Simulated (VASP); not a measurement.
Input for VASP

**INCAR**
```
# general
SYSTEM  = Ru
PREC    = Accurate
ENCUT   = 210
LREAL   = .False.
LASPH   = .True.

# electronic loop
EDIFF   = 1E-6
NELM    = 100
ALGO    = Normal
LMAXMIX = 4

# smearing
ISMEAR  = -1
SIGMA   = 0.136

# ions
ISIF    = 2

# output
LWAVE   = .False.
LCHARG  = .False.
```

KPOINTS:
```
Automatic mesh
0
Gamma
8 8 8
0 0 0
```

**POSCAR**
```
Ru
1
    2.7460100000     0.0000000000     0.0000000000
   -1.3730050000     2.3781150000     0.0000000000
    0.0000000000     0.0000000000     4.3282800000
Ru
2
Direct
  0.3333330000   0.6666670000   0.2500000000
  0.6666670000   0.3333330000   0.7500000000
```

POTCAR, in this order: Ru_pv (LDA.64 set). Program: vasp_std.

Task: Write an equivalent input for Quantum ESPRESSO's pw.x.

Result: One equivalent input (not run):
```
&CONTROL
  calculation = 'scf'
  pseudo_dir = './pseudo'
  outdir = './out'
  tprnfor = .true.
  tstress = .true.
/
&SYSTEM
  ibrav = 0
  nat = 2
  ntyp = 1
  ecutwfc = 88
  occupations = 'smearing'
  smearing = 'fermi-dirac'
  degauss = 0.009996
  input_dft = 'pz'
/
&ELECTRONS
  conv_thr = 7.3e-08
  electron_maxstep = 100
/
ATOMIC_SPECIES
  Ru 101.070 Ru.upf
CELL_PARAMETERS angstrom
     2.7460100    0.0000000    0.0000000
    -1.3730050    2.3781150    0.0000000
     0.0000000    0.0000000    4.3282800
ATOMIC_POSITIONS crystal
  Ru   0.3333330  0.6666670  0.2500000
  Ru   0.6666670  0.3333330  0.7500000
K_POINTS automatic
  8 8 8 0 0 0
```
Limits of the translation: the potentials are each code's own (VASP's PAW set, PseudoDojo norm-conserving files in pw.x), so ENCUT and ecutwfc are chosen apart and not converted; conv_thr bounds pw.x's estimated SCF error, while EDIFF bounds the energy change between steps.

The structure comes from a computed database's Ru entry; how it stands against other phases isn't given here. The cell was not relaxed at this level. The k-mesh is coarse (spacing up to 0.33 per Å, 2π included), so the numbers may not be converged in it. The run is one of a series of settings (ENCUT = 210, GGA removed, ISMEAR = -1, KPOINTS 8×8×8 Γ-centred mesh, POTCAR Ru_pv (LDA.64 set) against the base run), some of them coarse on purpose.
